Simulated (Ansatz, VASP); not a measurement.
# Two plane-wave programs on VCr2Si2

```xyz
10
Lattice="3.1578 0.0000 0.0000 1.5789 -5.1361 0.0000 0.0000 0.0000 -7.7440" Properties=species:S:1:pos:R:3 pbc="T T T"
Cr    1.5789   -3.6775   -7.2097
Cr    3.1578   -1.4587   -3.3377
Cr    3.1578   -1.4587   -0.5343
Cr    1.5789   -3.6775   -4.4063
V     1.5789   -0.9656   -5.8080
V     3.1578   -4.1705   -1.9360
Si    3.1578   -2.5167   -5.8080
Si    1.5789   -2.6194   -1.9360
Si    1.5789    0.0000    0.0000
Si    1.5789    0.0000   -3.8720
```

The cell was built by a generator and needn't be a form met in nature.

Alike in both runs: task single point; functional PBE; k mesh 6 × 6 × 3; occupations gaussian, width 0.1595 eV; no spin polarisation.

|  | VASP | Ansatz |
| --- | --- | --- |
| version | VASP 6.6.1 | Ansatz 0.2.0 |
| potentials or method | VASP PAW PBE potentials, release 64 (Cr_pv, V_sv, Si) | PAW plane waves |
| plane-wave cutoff (eV) | 520 | 700 |
| valence electrons in the cell | 90 | 98 |

```csv
,VASP,Ansatz,Ansatz less VASP
gap on the k mesh at the Fermi level (eV),none,none,-
pressure (GPa),19.5,19.4,-0.07
largest component of the traceless stress (GPa),3.33,3.38,+0.048
rms of the force components (eV/Å),0.843,0.836,-0.0076
```

Atom by atom the forces differ by 0.009 eV/Å (rms over components). A gap of «none» marks a metal or a gap that the smearing closes. The two sets of potentials don't hold the same shells in valence.

Caveats: so large a pressure means that the cell lies far from this level's equilibrium, or that cutoff or potentials fall short (VASP); forces of over 1 eV/Å show positions far from the minimum, so gaps and moduli don't describe the material at rest. Spin polarisation is off, so any magnetic state and its effect on volume and gap are missing.
